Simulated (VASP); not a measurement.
VASP ran on this input.

### INCAR
```
ALGO = Normal
EDIFF = 1E-6
EDIFFG = -0.02
ENCUT = 620
GGA = PS
IBRION = 2
ISIF = 3
ISMEAR = 0
LASPH = .TRUE.
LCHARG = .FALSE.
LMAXMIX = 4
LREAL = .FALSE.
LWAVE = .FALSE.
NELM = 100
NSW = 40
PREC = Accurate
PSTRESS = 100
SIGMA = 0.05
SYSTEM = BAs
```

File KPOINTS:
```
Automatic mesh
0
Gamma
8 8 4
0 0 0
```

### POSCAR
```
BAs
1.0
  3.3249303876   0.0000000000   0.0000000000
 -1.6624651937   2.8794746586   0.0000000000
  0.0000000000   0.0000000000   5.5045810082
B As
2 2
Cart
 -0.0000016624   1.9196507322   0.0030604358
  1.6624668563   0.9598239264   2.7553509399
 -0.0000016624   1.9196507322   2.0611574422
  1.6624668563   0.9598239264   4.8134479463
```

POTCAR, in this order: B As (PBE.64 set). Program: vasp_std.

Problem. Write an equivalent input for Ansatz.

Solution. One equivalent input (not run):
Ansatz 0.2 input:
```yaml
crystal:
  lattice:
    - [3.3249304, 0.0000000, 0.0000000]
    - [-1.6624652, 2.8794747, 0.0000000]
    - [0.0000000, 0.0000000, 5.5045810]
  atoms:
    - { symbol: B, position: [0.3333330, 0.6666670, 0.0005560] }
    - { symbol: B, position: [0.6666670, 0.3333330, 0.5005560] }
    - { symbol: As, position: [0.3333330, 0.6666670, 0.3744440] }
    - { symbol: As, position: [0.6666670, 0.3333330, 0.8744440] }
kpoints:
  mp_grid: { grid: [8, 8, 4] }
hamiltonian:
  xc: pbesol
  pseudopotentials: { kind: paw }
scf:
  occupations: { method: gaussian, width: 0.05 }
  max_iter: 100
relax:
  max_steps: 40
  f_tol: 0.02
  cell: { p_target: 10 }
output: { forces: true, stress: true, eigenvalues: true }
```
What does not carry over: each code has its own PAW files, so the cut-off isn't converted (ENCUT is set for VASP's; basis.ecutwfc is left out, and Ansatz then takes the one that its files recommend); Ansatz stops its SCF on the density residual and VASP on the energy change (EDIFF).

The structure was generated: BAs was put into the wurtzite type (P6_3mc), which need not be its known phase. This run relaxes it under an external pressure of 10 GPa. Symmetry was kept, so distortions that lower it aren't found.
